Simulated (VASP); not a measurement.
Wanted: the native input for a VASP 6.6.1 run.

| Quantity | Value |
| --- | --- |
| Task | density of states |
| Functional | PBE |
| Potentials or basis | VASP PAW PBE potentials, release 64 (Ga_d, B, Sb) |
| Cutoff | 520 eV |
| k mesh | 10 × 10 × 4 |
| Occupations | gaussian, width 0.1 eV |
| Spin | no spin polarisation |
| k mesh for the DOS | 15 × 15 × 6 |
| Occupations for the DOS | tetrahedron |
| Further INCAR settings | ALGO = Normal; EDIFF = 1e-07 |

Ga3BSb2:

```
Ga B Sb
1.0
     3.53410    0.00000    0.00000
    -1.76705    3.06062    0.00000
     0.00000    0.00000   11.31271
Ga B Sb
3 1 2
Direct
  0.66667 0.33333 0.02610
  0.66667 0.33333 0.42195
  0.00000 0.00000 0.59233
  0.00000 0.00000 0.91762
  0.33333 0.66667 0.80902
  0.33333 0.66667 0.23299
```

The cell was built by a generator and needn't be a form met in nature.

One way to write it, as run:

POSCAR

```
Ga3BSb2                                 
1.0
    3.5341013413     -0.0000000000      0.0000000000
   -1.7670506707      3.0606215399      0.0000000000
    0.0000000000      0.0000000000     11.3127139840
  Ga              B               Sb            
     3     1     2
Direct
     0.6666666699999979    0.3333333300000021    0.0260964371257643
     0.6666666699999979    0.3333333300000021    0.4219478415470126
     0.0000000000000000    0.0000000000000000    0.5923266169477611
     0.0000000000000000    0.0000000000000000    0.9176189736181463
     0.3333333300000021    0.6666666699999979    0.8090163832093052
     0.3333333300000021    0.6666666699999979    0.2329937475520246
```

INCAR.step1

```
  ALGO = Normal
  EDIFF = 1E-7
  ENCUT = 520
  GGA = PE
  ISIF = 2
  ISMEAR = 0
  KPAR = 4
  LASPH = True
  LCHARG = True
  LREAL = False
  LWAVE = False
  NELM = 80
  PREC = Accurate
  SIGMA = 0.1
```

KPOINTS.step1

```
k-points
0
Gamma
  10 10 4
```

INCAR.step2

```
  ALGO = Normal
  EDIFF = 1E-7
  ENCUT = 520
  GGA = PE
  ICHARG = 11
  ISIF = 2
  ISMEAR = -5
  KPAR = 4
  LASPH = True
  LCHARG = False
  LORBIT = 11
  LREAL = False
  LWAVE = False
  NEDOS = 2001
  NELM = 80
  PREC = Accurate
  SIGMA = 0.1
```

KPOINTS.step2

```
k-points
0
Gamma
  15 15 6
```

Potentials or basis: VASP PAW PBE potentials, release 64 (Ga_d, B, Sb).

Run with:

```bash
$ cat potpaw_PBE.64/Ga_d/POTCAR potpaw_PBE.64/B/POTCAR potpaw_PBE.64/Sb/POTCAR > POTCAR
$ cp INCAR.step1 INCAR
$ cp KPOINTS.step1 KPOINTS
$ mpirun -np 4 vasp_std > vasp.out
$ cp INCAR.step2 INCAR
$ cp KPOINTS.step2 KPOINTS
$ mpirun -np 4 vasp_std > vasp.out
```

Results of the run:

```
Valence electrons inside the program's atomic spheres : Ga 11.53, 11.48; B 1.71; Sb 2.42, 2.35
```

Wall time 97 s on 4 MPI ranks on Intel(R) Xeon(R) 6975P-C (Granite Rapids) (shared host), peak memory 0.6 GiB a rank.
